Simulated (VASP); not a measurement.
Data:

```yaml
crystal:
  lattice:
    - [0.00000, 2.20331, 2.20331]
    - [2.20331, 0.00000, 2.20331]
    - [8.84435, 8.84435, -0.03112]
  atoms:
    - { symbol: Nb, position: [0.00015, 0.00015, 0.99989] }
    - { symbol: Nb, position: [0.00000, 0.00000, 0.25000] }
    - { symbol: Nb, position: [0.99985, 0.99985, 0.50011] }
    - { symbol: Nb, position: [0.00000, 0.00000, 0.75000] }
    - { symbol: N, position: [0.49692, 0.49692, 0.12731] }
    - { symbol: N, position: [0.50308, 0.50308, 0.37269] }
    - { symbol: C, position: [0.50277, 0.50277, 0.62292] }
    - { symbol: C, position: [0.49723, 0.49723, 0.87708] }
```

Calculation: PBEsol GGA, VASP's PBE PAW potentials (set 64) (plane waves; VASP). Run with 520 eV cut-off, Gaussian smearing of 0.050 eV, potentials Nb_sv N C.

Estimate the band gap (along the path) with the smallest direct gap where there is one.

The band gap (along the path) is none (metal, semimetal or under 0.01 eV).

The absolute energy has meaning only against runs of the same code, potentials and settings.

The structure was generated: Nb4C2N2 was put into an ordered model structure (R-3m), which need not be its known phase. It was relaxed first.
